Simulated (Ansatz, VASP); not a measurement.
**GaF: VASP beside Ansatz**

```
CELL_PARAMETERS angstrom
0.00000 2.84624 2.84624
2.84624 0.00000 2.84624
2.84624 2.84624 0.00000
ATOMIC_POSITIONS crystal
Ga 0.25000 0.25000 0.25000
F 0.00000 0.00000 0.00000
```

The cell was built by a generator and needn't be a form met in nature.

Alike in both runs: task electric field gradients; functional PBE; k mesh 8 × 8 × 8; occupations fermi-dirac, width 0.05 eV; no spin polarisation.

|  | VASP | Ansatz |
| --- | --- | --- |
| version | VASP 6.6.1 | Ansatz 0.2.0 |
| potentials or method | VASP PAW PBE potentials, release 64 (Ga_d, F), cutoff 520 eV | all-electron PAW datasets made for the crystal |

|  | VASP | Ansatz | Ansatz less VASP |
| --- | --- | --- | --- |
| gap on the k mesh at the Fermi level (eV) | 2.27 | 2.27 | +0.003 |
| least direct gap on the mesh (eV) | 2.28 | 2.28 | +0.003 |
| pressure (GPa) | -0.1 | 0.0 | +0.10 |
| Vzz of the field gradient on the site that differs most (V/Å²) | 0.0 | 0.0 | -0.01 |

Ansatz ran all-electron here, so the differences hold the error of VASP's frozen core and of both bases.

A k mesh can miss the band edges. As with any semilocal functional, this PBE gap is likely too small.
